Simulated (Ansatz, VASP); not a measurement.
MgW: VASP beside Ansatz

```
CELL_PARAMETERS angstrom
4.74159 0.00000 0.00000
0.00000 5.73448 0.00000
-0.02871 0.00000 4.98466
ATOMIC_POSITIONS crystal
W 0.00000 0.18200 0.25000
W 0.00000 0.81800 0.75000
Mg 0.50000 0.68000 0.25000
Mg 0.50000 0.32000 0.75000
```

Change from the starting cell: volume scaled by 1.04.

Alike in both runs: task single point; functional PBE; k mesh 6 × 5 × 6; occupations fermi-dirac, width 0.05 eV; no spin polarisation.

```csv
,VASP,Ansatz
version,VASP 6.6.1,Ansatz 0.2.0
potentials or method,"VASP PAW PBE potentials, release 64 (W_sv, Mg)",Ansatz PAW
plane-wave cutoff (eV),520,420
valence electrons in the cell,32,48
```

Ansatz gave:

```
gap on the k mesh at the Fermi level (eV)       : none
pressure (GPa)                                  : -20.0
largest component of the traceless stress (GPa) : 4.20
rms of the force components (eV/Å)              : 1.156
```

Problem. Estimate VASP's values.

Solution. gap on the k mesh at the Fermi level (eV): none; pressure (GPa): -20.1; largest component of the traceless stress (GPa): 4.20; rms of the force components (eV/Å): 1.154.

Atom by atom the forces differ by 0.003 eV/Å (rms over components). A gap of «none» marks a metal or a gap that the smearing closes. The two sets of potentials don't hold the same shells in valence.

Caveats: forces of over 1 eV/Å show positions far from the minimum, so gaps and moduli don't describe the material at rest. Spin-orbit coupling is left out, which matters for the levels of W.
